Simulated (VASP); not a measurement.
An input for Ansatz (written as the equivalent of a VASP run, and not itself run):

Ansatz 0.2 input:
```yaml
crystal:
  lattice:
    - [-2.8085643, 2.8085643, 2.8085643]
    - [2.8085643, -2.8085643, 2.8085643]
    - [2.8085643, 2.8085643, -2.8085643]
  atoms:
    - { symbol: Rb, position: [0.0000000, 0.0000000, 0.0000000] }
kpoints:
  mp_grid: { grid: [9, 9, 9] }
hamiltonian:
  xc: pbe
  pseudopotentials: { kind: paw }
scf:
  occupations: { method: methfessel_paxton, width: 0.1 }
  max_iter: 100
output: { forces: true, stress: true, eigenvalues: true }
```

Q: Translate this input to VASP (INCAR, KPOINTS, POSCAR, choice of POTCAR).

A: One answer among several that fit: 
### KPOINTS
```
kpoints
0
Gamma
9 9 9
```

**POSCAR**
```
Rb
1.0
 -2.8085642667   2.8085642667   2.8085642667
  2.8085642667  -2.8085642667   2.8085642667
  2.8085642667   2.8085642667  -2.8085642667
Rb
1
Cartesian
  0.0000000000   0.0000000000   0.0000000000
```

### INCAR
```
NELM = 100   # most electronic steps
GGA = PE   # PBE
ISMEAR = 1   # Methfessel-Paxton
LASPH = .TRUE.   # aspherical one-centre terms
LCHARG = .FALSE.
SIGMA = 0.1   # width (eV)
ALGO = Normal
EDIFF = 1E-7   # SCF stop (eV)
SYSTEM = Rb
LMAXMIX = 4
ENCUT = 520   # plane-wave cut-off (eV)
LREAL = .FALSE.
ISIF = 2
PREC = Accurate
LWAVE = .FALSE.
```

POTCAR, in this order: Rb_sv (PBE.64 set). Program: vasp_std.

The two are equivalent in intent, not identical: each code has its own PAW files, so the cut-off isn't converted (ENCUT is set for VASP's; basis.ecutwfc is left out, and Ansatz then takes the one that its files recommend); Ansatz stops its SCF on the density residual and VASP on the energy change (EDIFF).

The compound is Rb in the bcc structure. This cell is one point of a volume scan, at 0.97 of the reference volume.
